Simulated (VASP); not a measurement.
VASP ran on this input.

File POSCAR:
```
BN
3.6192060
  0.0000000000   0.4959698343   0.4857548866
  0.5000000000   0.0000000000   0.4857548866
  0.5000000000   0.4959698343   0.0000000000
B N
1 1
Cart
  0.0000000000   0.0000000000   0.0000000000
  0.2620440000   0.2479849171   0.2428774433
```

**INCAR**
```
ALGO=Normal
EDIFF=1E-6
ENCUT=520
GGA=PE
ISIF=2
ISMEAR=0
LASPH=.TRUE.
LCHARG=.FALSE.
LREAL=.FALSE.
LWAVE=.FALSE.
NELM=100
PREC=Accurate
SIGMA=0.05
SYSTEM=BN
```

### KPOINTS
```
Automatic mesh
0
Gamma
11 11 11
0 0 0
```

POTCAR, in this order: B N (PBE.64 set). Program: vasp_std.

### Question
Write an equivalent input for Ansatz.

### Answer
One equivalent input (not run):
Ansatz 0.2 input:
```yaml
crystal:
  lattice:
    - [0.0000000, 1.7950170, 1.7580470]
    - [1.8096030, 0.0000000, 1.7580470]
    - [1.8096030, 1.7950170, 0.0000000]
  atoms:
    - { symbol: B, position: [0.0000000, 0.0000000, 0.0000000] }
    - { symbol: N, position: [0.2379560, 0.2620440, 0.2620440] }
kpoints:
  mp_grid: { grid: [11, 11, 11] }
hamiltonian:
  xc: pbe
  pseudopotentials: { kind: paw }
scf:
  occupations: { method: gaussian, width: 0.05 }
  max_iter: 100
output: { forces: true, stress: true, eigenvalues: true }
```
Limits of the translation: each code has its own PAW files, so the cut-off isn't converted (ENCUT is set for VASP's; basis.ecutwfc is left out, and Ansatz then takes the one that its files recommend); Ansatz stops its SCF on the density residual and VASP on the energy change (EDIFF).

The compound is BN in the zinc blende structure. The cell was not relaxed at this level, atoms are displaced from their ideal sites.
